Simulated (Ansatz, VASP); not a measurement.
# InH in two plane-wave programs, part 2 of 2

Aim: how closely do two programs agree when they are given the same cell, functional and k mesh? The cell is generated by rule, not measured, and may not be a known phase. Of the first pair: The cell is taken from a series of runs on this material, whose earlier steps may have relaxed, scaled, displaced or heated it; both programs get it as it stands.

VASP 6.6.1 and Ansatz 0.2.0.

So far: Starting point; VASP: relaxation of cell and atoms, PBEsol, pair 1; Ansatz: relaxation of cell and atoms, PBEsol, pair 1; Differences.

**5. Ansatz: relaxation of cell and atoms, PBEsol, pair 2**

Level of this step: Ansatz beside VASP: Kohn-Sham DFT, plane waves, PBEsol (Ansatz).

The relaxed volume is the usual yardstick between codes: in a stiff, nearly cubic crystal its relative difference is about their pressure difference at one cell divided by the bulk modulus. Its start cell is another than that of the pair before, and may be another structure of the material.

The two relaxations start from unlike cells of this crystal, so only their ends are compared.

Input file input.yaml:

```yaml
crystal:
  lattice:
    - [4.14454, 0.0, 0.0]
    - [-2.07227, 3.58927, 0.0]
    - [0.0, 0.0, 6.76803]
  atoms:
    - { symbol: In, position: [0.333333, 0.666667, 0.0] }
    - { symbol: In, position: [0.666667, 0.333333, 0.5] }
    - { symbol: H, position: [0.333333, 0.666667, 0.375] }
    - { symbol: H, position: [0.666667, 0.333333, 0.875] }
kpoints:
  mp_grid: { grid: [12, 12, 6] }
hamiltonian:
  xc: pbesol
scf:
  occupations: { method: gaussian, width: 0.1 }
output:
  forces: true
  stress: true
  eigenvalues: true
  write_density: true
  write_potential: true
  elf: true
  volumetric_format: npy
relax:
  adjacent_minimum: "off"
  f_tol: 0.005
  max_steps: 80
  cell: { stress_tol: 0.05 }
```

On the command line:

```sh
$ ansatz run input.yaml --threads 4 --pin off --max-ram 7168MiB --backend cpu --events-out ev --progress --plain --runs-dir out
```

Numbers of over 12 decimals in the logs are rounded to 6 here.

The log of the run:

```text
[...]
--- Relaxed structure (13 steps of the walk, 11 accepted, 1 SCFs on fresh bases) ---
[...]
cell:  # Å, volume = 63.8307 Å³
    - [3.373416, 0.0, 0]
    - [-1.686708, 2.921464, 0]
    - [0, 0, 6.476786]
  atoms:
    - { symbol: In, position: [0.333333, 0.666667, 0.028810] }
    - { symbol: In, position: [0.666667, 0.333333, 0.528810] }
    - { symbol: H, position: [0.333333, 0.666667, 0.346190] }
    - { symbol: H, position: [0.666667, 0.333333, 0.846190] }
[key lines of the parts left out:]
SCF converged after 6 iterations
Free energy (F): -11080.433227 eV
Fermi energy:    8.389326 eV
P = ⅓ Tr σ = -0.0403 GPa (-0.403 kbar)
```

**6. VASP: relaxation of cell and atoms, PBEsol, pair 2**

Its own start cell and the same functional, mesh and smearing now go to VASP, with its own data sets.

Input file INCAR:

```
SYSTEM = InH
PREC = Accurate
ENCUT = 500
EDIFF = 1E-07
NELM = 120
ISMEAR = 0
SIGMA = 0.1
LREAL = .FALSE.
ALGO = Normal
GGA = PS
NBANDS = 20
LORBIT = 11
LWAVE = .FALSE.
LCHARG = .FALSE.
ISIF = 3
IBRION = 2
NSW = 80
EDIFFG = -0.005
LASPH = .TRUE.
GGA_COMPAT = .FALSE.
NELMIN = 4
KPAR = 2
```

Input file POSCAR:

```
InH
1.0
    3.3742321148      0.0000000000      0.0000000000
   -1.6871160574      2.9221705079      0.0000000000
    0.0000000000      0.0000000000      6.4700905888
In H
2 2
Direct
    0.3333333798      0.6666667595      0.0286136608
    0.6666666202      0.3333332405      0.5286136608
    0.3333333798      0.6666667595      0.3463863023
    0.6666666202      0.3333332405      0.8463863023
```

Input file KPOINTS:

```
Automatic mesh
0
Gamma
12 12 6
0 0 0
```

The projector-augmented-wave data sets are In_d and H (PBE family, release 64).

On the command line:

```sh
$ mpirun -np 2 vasp_std
```

The log of the run:

```text
[banner, memory and clock lines left out]
running    2 mpi-ranks, on    1 nodes
[...]
[... a notice as in an earlier step ...]

 LDA part: xc-table for (Slater+PW92), standard interpolation
 POSCAR, INCAR and KPOINTS ok, starting setup
[...]
entering main loop
       N       E                     dE             d eps       ncg     rms          rms(c)
DAV:   1     0.215156249104E+03    0.21516E+03   -0.13579E+04  3040   0.179E+03
DAV:   2     0.494512568896E+01   -0.21021E+03   -0.20622E+03  3068   0.380E+02
DAV:   3    -0.108050917880E+02   -0.15750E+02   -0.15575E+02  3636   0.123E+02
DAV:   4    -0.112850906240E+02   -0.48000E+00   -0.47967E+00  3572   0.233E+01
[...]
DAV:  13    -0.108821054150E+02   -0.17935E-06   -0.47825E-07  2904   0.491E-03    0.632E-03
DAV:  14    -0.108821052552E+02    0.15983E-06   -0.61874E-08  1632   0.220E-03    0.106E-03
DAV:  15    -0.108821052319E+02    0.23319E-07   -0.19759E-08  1616   0.167E-03
   1 F= -.10882105E+02 E0= -.10879257E+02  d E =-.108821E+02
[...]
DAV:   6    -0.108821408376E+02   -0.44410E-06   -0.32743E-07  3092   0.556E-03    0.675E-04
DAV:   7    -0.108821409340E+02   -0.96394E-07   -0.15228E-08  1552   0.125E-03
   2 F= -.10882141E+02 E0= -.10879304E+02  d E =-.357021E-04
 trial-energy change:   -0.000036  1 .order   -0.000036   -0.000049   -0.000023
 step:   1.8986(harm=  1.8986)  dis= 0.00011  next Energy=   -10.882151 (dE=-0.461E-04)
[...]
N       E                     dE             d eps       ncg     rms          rms(c)
DAV:   1    -0.108825550888E+02   -0.41425E-03   -0.10505E-02  3496   0.177E+00    0.116E-01
DAV:   2    -0.108822015038E+02    0.35358E-03   -0.81247E-04  3428   0.525E-01    0.434E-02
DAV:   3    -0.108821509586E+02    0.50545E-04   -0.17421E-04  3696   0.237E-01    0.109E-02
DAV:   4    -0.108821508868E+02    0.71807E-07   -0.97087E-06  3200   0.263E-02    0.712E-03
DAV:   5    -0.108821515641E+02   -0.67734E-06   -0.11816E-06  3120   0.901E-03    0.331E-03
DAV:   6    -0.108821519618E+02   -0.39767E-06   -0.26311E-07  2856   0.517E-03    0.585E-04
DAV:   7    -0.108821520469E+02   -0.85091E-07   -0.18877E-08  1544   0.148E-03
   3 F= -.10882152E+02 E0= -.10879325E+02  d E =-.468150E-04
[...]
reached required accuracy - stopping structural energy minimisation
```

Parts of OUTCAR (step 6):

```text
  Total       -0.0030461     -0.0030461      0.0164994      0.0000000      0.0000000     -0.0000000
  in kB       -0.0766846     -0.0766846      0.4153622      0.0000000      0.0000000     -0.0000000
  external PRESSURE =       0.0873310 kB  Pullay stress =       0.0000000 kB

 POSITION                                       TOTAL-FORCE (eV/Angst)
 -----------------------------------------------------------------------------------
      0.00000      1.94621      0.18516        -0.000000      0.000000      0.002420
      1.68547      0.97311      3.41879         0.000000     -0.000000      0.002420
      0.00000      1.94621      2.24005         0.000000     -0.000000     -0.002420
      1.68547      0.97311      5.47367         0.000000     -0.000000     -0.002420
 -----------------------------------------------------------------------------------
    total drift:                                0.000000      0.000000     -0.000958

  FREE ENERGIE OF THE ION-ELECTRON SYSTEM (eV)
  ---------------------------------------------------
  free  energy   TOTEN  =       -10.8821520469 eV

  energy  without entropy=      -10.8764988843  energy(sigma->0) =      -10.87932547

[... 1 part as in an earlier step ...]

[... 3 further parts left out ...]
[key lines of the parts left out:]
E-fermi :   6.0992
```

**7. Side by side**

Both answers:

```
                                         quantity  Ansatz   VASP  difference
                                      volume (Å³)   63.83  63.64     +0.29 %
edge a after relaxation, in the typed setting (Å)   3.373  3.371     +0.07 %
edge c after relaxation, in the typed setting (Å)   6.477  6.467     +0.15 %
```

**8. What came out**

- difference in volume (relaxation of cell and atoms, PBEsol, pair 1): 0.093 %
- difference in volume (relaxation of cell and atoms, PBEsol, pair 2): 0.29 %

What this shows: The difference in volume is 0.29 % (relaxation of cell and atoms, PBEsol, pair 2), within the 1.2 % picked in this series as the mark of a large difference, as far as the stopping tolerances let one tell. VASP runs on this material, other cells of it included, that failed, so that no pair exists: relaxation of cell and atoms, PBEsol (timeout). 1 further run of this series is not shown here. How closely two codes agree says nothing of how well the functional describes the real material.

[Lines on the potential files, build, host, timing and source positions are cut from VASP's logs without a mark.]

[Logs are printed without paths, hosts, clocks, repeated set-up lines and the standing remarks that a program may print on its own settings, such as how far it seeks lower states.]

[Hosts, paths, dates, database ids (printed as entryN), source tags and the programs' standing remarks are cut or masked in the printed files.]
